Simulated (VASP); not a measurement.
A convergence study with VASP on MgTe (wurtzite): one setting is varied, all else stays as given below, so the limit is that of these other settings. Each run relaxes cell and ions; the cell shown is the tightest run's result. The basis is that of the starting cell, so low cut-offs carry a Pulay error.

```xyz
4
Lattice="2.3090 -3.9994 0.0000 2.3090 3.9994 0.0000 0.0000 0.0000 7.4781" Properties=species:S:1:pos:R:3 pbc="T T T"
Mg     2.3090    -1.3331     3.7340
Mg     2.3090     1.3331     7.4730
Te     2.3090    -1.3331     6.5560
Te     2.3090     1.3331     2.8169
```

These are PBE GGA, VASP's PBE PAW potentials (set 64) (plane waves; VASP) values and carry that method's errors. The tightest run used: 700 eV cut-off, 4×4×3 Γ-centred mesh, Gaussian smearing of 0.050 eV, potentials Mg Te.

The reference is ENCUT = 700, which took about 2 core-minutes. Costs are core time on shared hosts, one run each; read them as rough ratios.

Of the settings ENCUT = 150; ENCUT = 200; ENCUT = 250; ENCUT = 300; ENCUT = 350; ENCUT = 400; ENCUT = 450; ENCUT = 500; ENCUT = 550; ENCUT = 600; ENCUT = 650; ENCUT = 700, which is the lowest that keeps the difference from the reference in relaxed volume (Å³/atom) within 0.1 from there on, and what does it cost?

ENCUT = 200; its cost over the reference is about 1/3.
```csv
setting,difference in relaxed volume (Å³/atom),cost over the reference
ENCUT = 150,0.177,about 1/4
ENCUT = 200,0.052,about 1/3
ENCUT = 250,0.011,about 1/3
ENCUT = 300,0.000,about 1/3
ENCUT = 350,0.002,about 1/2
ENCUT = 400,0.004,within a factor of 2
ENCUT = 450,0.003,within a factor of 2
ENCUT = 500,0.002,within a factor of 2
ENCUT = 550,0.000,within a factor of 2
ENCUT = 600,0.001,within a factor of 2
ENCUT = 650,0.001,within a factor of 2
ENCUT = 700,0.000,reference
```

Left out are rungs that failed or repeat a setting and relaxations that didn't move; long series are thinned to 24 rows.

The compound is MgTe in the wurtzite structure.
